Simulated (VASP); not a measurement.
The input files of a VASP run:

**INCAR**
```
ALGO=Normal
EDIFF=1E-6
EDIFFG=-0.02
ENCUT=500
IBRION=2
ISIF=3
ISMEAR=1
LASPH=.TRUE.
LCHARG=.FALSE.
LMAXMIX=4
LREAL=.FALSE.
LWAVE=.FALSE.
NELM=100
NSW=40
PREC=Accurate
PSTRESS=300
SIGMA=0.1
SYSTEM=PbI2
```

### POSCAR
```
PbI2
1
    1.7411935683    -3.0158494782    -0.0000000000
    1.7411935683     3.0158494782     0.0000000000
   -0.0000000000    -0.0000000000     6.7545519027
Pb I
1 2
Direct
  0.0000000000   1.0000000000   0.0000000000
  0.3333330000   0.6666670000   0.3198324150
  0.6666670000   0.3333330000   0.6801675850
```

KPOINTS:
```
Automatic mesh
0
Gamma
10 10 5
0 0 0
```

POTCAR, in this order: Pb_d I (LDA.64 set). Program: vasp_std.

### Question
Translate this LDA calculation to Quantum ESPRESSO's pw.x.

### Answer
One equivalent input (not run):
```
&CONTROL
  calculation = 'vc-relax'
  pseudo_dir = './pseudo'
  outdir = './out'
  tprnfor = .true.
  tstress = .true.
  nstep = 40
  forc_conv_thr = 0.00078
/
&SYSTEM
  ibrav = 0
  nat = 3
  ntyp = 2
  ecutwfc = 70
  occupations = 'smearing'
  smearing = 'methfessel-paxton'
  degauss = 0.00735
  input_dft = 'pz'
/
&ELECTRONS
  conv_thr = 7.3e-08
  electron_maxstep = 100
/
&IONS
/
&CELL
  press = 300
/
ATOMIC_SPECIES
  Pb 207.200 Pb.upf
  I 126.904 I.upf
CELL_PARAMETERS angstrom
     1.7411936   -3.0158495   -0.0000000
     1.7411936    3.0158495    0.0000000
    -0.0000000   -0.0000000    6.7545519
ATOMIC_POSITIONS crystal
  Pb   0.0000000  1.0000000  0.0000000
  I    0.3333330  0.6666670  0.3198324
  I    0.6666670  0.3333330  0.6801676
K_POINTS automatic
  10 10 5 0 0 0
```
What does not carry over: the potentials are each code's own (VASP's PAW set, PseudoDojo norm-conserving files in pw.x), so ENCUT and ecutwfc are chosen apart and not converted; conv_thr bounds pw.x's estimated SCF error, while EDIFF bounds the energy change between steps; forc_conv_thr acts on force components and is met together with etot_conv_thr.

The compound is PbI2 in the 1T layered structure. It was relaxed first under an external pressure of 30 GPa.
